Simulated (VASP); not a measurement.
OSZICAR of a VASP run on CdS (wurtzite):

File OSZICAR:
```
       N       E                     dE             d eps       ncg     rms          rms(c)
DAV:   1     0.251089447049E+03    0.25109E+03   -0.17691E+04   924   0.149E+03
DAV:   2     0.112706311628E+01   -0.24996E+03   -0.24370E+03  1038   0.359E+02
DAV:   3    -0.133905832495E+02   -0.14518E+02   -0.14465E+02  1134   0.860E+01
DAV:   4    -0.135505247156E+02   -0.15994E+00   -0.15990E+00  1052   0.908E+00
DAV:   5    -0.135533847288E+02   -0.28600E-02   -0.28599E-02  1140   0.118E+00    0.964E+00
DAV:   6    -0.123923960623E+02    0.11610E+01   -0.29214E+00  1166   0.172E+01    0.784E+00
DAV:   7    -0.123801292651E+02    0.12267E-01   -0.73801E-01  1074   0.503E+00    0.416E+00
DAV:   8    -0.123799245509E+02    0.20471E-03   -0.98599E-02  1080   0.335E+00    0.488E-01
DAV:   9    -0.123767580003E+02    0.31666E-02   -0.22185E-02  1172   0.178E+00    0.127E-01
DAV:  10    -0.123772014312E+02   -0.44343E-03   -0.15965E-03  1038   0.331E-01    0.105E-01
DAV:  11    -0.123773483687E+02   -0.14694E-03   -0.25390E-04  1156   0.112E-01    0.850E-02
DAV:  12    -0.123773643673E+02   -0.15999E-04   -0.17020E-04  1038   0.849E-02    0.677E-03
DAV:  13    -0.123773648519E+02   -0.48460E-06   -0.11692E-05  1098   0.259E-02    0.432E-03
DAV:  14    -0.123773660229E+02   -0.11710E-05   -0.26433E-06  1032   0.125E-02    0.481E-03
DAV:  15    -0.123773655818E+02    0.44114E-06   -0.18864E-06  1064   0.131E-02    0.225E-03
DAV:  16    -0.123773655725E+02    0.93237E-08   -0.23555E-07   916   0.278E-03
   1 F= -.12377366E+02 E0= -.12377366E+02  d E =-.123774E+02
```

Which electronic solver shows in the log?

It is blocked Davidson (ALGO = Normal, or the opening steps of other solvers). The INCAR had ALGO = Normal.

Can the final energy be trusted as converged?

The calculation finished and met its thresholds. It stopped with EDIFF = 1E-7, NELM = 100, NSW = 30 and EDIFFG = -0.01 after 1 ionic step (PW91 GGA, plane waves, VASP's PBE PAW potentials (set 64)).

The compound is CdS in the wurtzite structure. This cell is one point of a volume scan, at 1.03 of the reference volume.
